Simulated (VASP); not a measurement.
Input of a VASP 6.6.1 run:

INCAR

```
SYSTEM = Li16B
  PREC = Accurate
  ENCUT = 520
  EDIFF = 1E-7
  ISMEAR = -1
  SIGMA = 0.15
  LREAL = Auto
  LASPH = .True.
  NELM = 100
  ALGO = Fast
  ISIF = 2
  LWAVE = .False.
  LCHARG = .True.
  GGA = PE
  LELF = .True.
  LVHAR = .True.
  NBANDS = 40
```

KPOINTS

```
regular mesh
0
Gamma
  2 2 2
  0 0 0
```

The input POSCAR:

```
Li16B
1.0
    6.9800000000      0.0000000000      0.0000000000
    0.0000000000      6.9800000000      0.0000000000
    0.0000000000      0.0000000000      6.9800000000
Li B
16 1
Direct
    0.0094792419     -0.0446487541     -0.0001062895
    0.4278584847      0.0422087289     -0.0005359070
    0.0097402789      0.5441555672     -0.0001176017
   -0.0187817546     -0.0283064166      0.4999011537
    0.2398134768      0.2499362872      0.2936374435
    0.4280589982      0.4575427330     -0.0005269711
    0.5409738328      0.0257838366      0.4994694161
    0.8215643539      0.2498282431      0.2072736714
   -0.0187851502      0.5282417085      0.4998904270
    0.2686057702      0.7499612725      0.2782218032
    0.2405811155      0.2499494806      0.7048525151
    0.5408765611      0.4740850880      0.4994737930
    0.7089927224      0.7498187450      0.2239489558
    0.8222307158      0.2498203364      0.7920008754
    0.2685423170      0.7499698067      0.7216679722
    0.7087197121      0.7498120728      0.7756894123
    0.1248723235      0.2496730641     -0.0010002693
```

Potentials or basis: VASP PAW PBE potentials, release 64 (Li_sv, B).

Command:

```console
$ cat potpaw_PBE.64/Li_sv/POTCAR potpaw_PBE.64/B/POTCAR > POTCAR
$ mpirun -np 1 vasp_std > vasp.out
```

**Question.** What does it give for the largest force?

**Answer.** 0.050 eV/Å.

**Question.** Predict the band gap on the k mesh.

**Answer.** None (metal or under the smearing width).

Forces in eV/Å, atoms in the order of the input:
```
Li   0.000  0.048  0.000
Li  -0.017  0.015  0.002
Li  -0.002 -0.046  0.001
Li  -0.005  0.002  0.000
Li   0.000  0.000 -0.050
Li  -0.018 -0.016  0.002
Li   0.001 -0.010  0.000
Li   0.017  0.000 -0.020
Li  -0.005 -0.003  0.000
Li   0.007  0.000 -0.003
Li   0.001  0.000  0.045
Li   0.002  0.010 -0.001
Li  -0.001  0.000  0.009
Li   0.013  0.000  0.019
Li   0.005  0.000  0.003
Li  -0.001  0.000 -0.008
B    0.002  0.001  0.001
```

Caveat: the k mesh is coarse (spacing up to 0.45 Å⁻¹), so the values aren't converged.
